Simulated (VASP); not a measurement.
Input:

```
CELL_PARAMETERS angstrom
      0.00000     2.74866     2.74866
      2.74866     0.00000     2.74866
      2.74866     2.74866     0.00000
ATOMIC_POSITIONS crystal
  Si 0.00000 0.00000 0.00000
  Si 0.25000 0.25000 0.25000
```

Method: RPBE GGA, VASP's PBE PAW potentials (set 64) (plane waves; VASP). Run with 520 eV cut-off, 9×9×9 Γ-centred mesh, tetrahedra with Blöchl corrections, potentials Si.

Question: Estimate the energy per atom (σ→0).

Answer: 
The energy per atom (σ→0) comes out as -5.162 eV/atom.

Total energies compare only between runs with the same potentials, cut-off and functional.

The compound is Si in the diamond structure. It was relaxed first.
